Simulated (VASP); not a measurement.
An input for Ansatz (written as the equivalent of a VASP run, and not itself run):

Ansatz 0.2 input:
```yaml
crystal:
  lattice:
    - [0.0000000, 2.5057000, 2.5057000]
    - [2.5057000, 0.0000000, 2.5057000]
    - [2.5057000, 2.5057000, 0.0000000]
  atoms:
    - { symbol: Ru, position: [0.0000000, 0.0000000, 0.0000000] }
    - { symbol: N, position: [0.2500000, 0.2500000, 0.2500000] }
kpoints:
  mp_grid: { grid: [11, 11, 11] }
hamiltonian:
  xc: pbesol
  pseudopotentials: { kind: paw }
scf:
  occupations: { method: methfessel_paxton, width: 0.1 }
  max_iter: 100
relax:
  max_steps: 60
  f_tol: 0.01
  cell: {}
output: { forces: true, stress: true, eigenvalues: true }
```

Q: Translate this input to VASP (INCAR, KPOINTS, POSCAR, choice of POTCAR).

A: One answer among several that fit: 
File POSCAR:
```
RuN
1
    0.0000000000     2.5057000000     2.5057000000
    2.5057000000     0.0000000000     2.5057000000
    2.5057000000     2.5057000000     0.0000000000
Ru N
1 1
Direct
  0.0000000000   0.0000000000   0.0000000000
  0.2500000000   0.2500000000   0.2500000000
```

File KPOINTS:
```
kpoints
0
Gamma
11 11 11
```

**INCAR**
```
ALGO  =  Normal
EDIFF  =  1E-6
EDIFFG  =  -0.01
ENCUT  =  520
GGA  =  PS
IBRION  =  2
ISIF  =  3
ISMEAR  =  1
LASPH  =  .TRUE.
LCHARG  =  .FALSE.
LMAXMIX  =  4
LREAL  =  .FALSE.
LWAVE  =  .FALSE.
NELM  =  100
NSW  =  60
PREC  =  Accurate
SIGMA  =  0.1
SYSTEM  =  RuN
```

POTCAR, in this order: Ru_pv N (PBE.64 set). Program: vasp_std.

Limits of the translation: each code has its own PAW files, so the cut-off isn't converted (ENCUT is set for VASP's; basis.ecutwfc is left out, and Ansatz then takes the one that its files recommend); Ansatz stops its SCF on the density residual and VASP on the energy change (EDIFF).

The structure was generated: RuN was put into the zinc blende type (F-43m), which need not be its known phase. This run relaxes it. Symmetry was kept, so distortions that lower it aren't found.
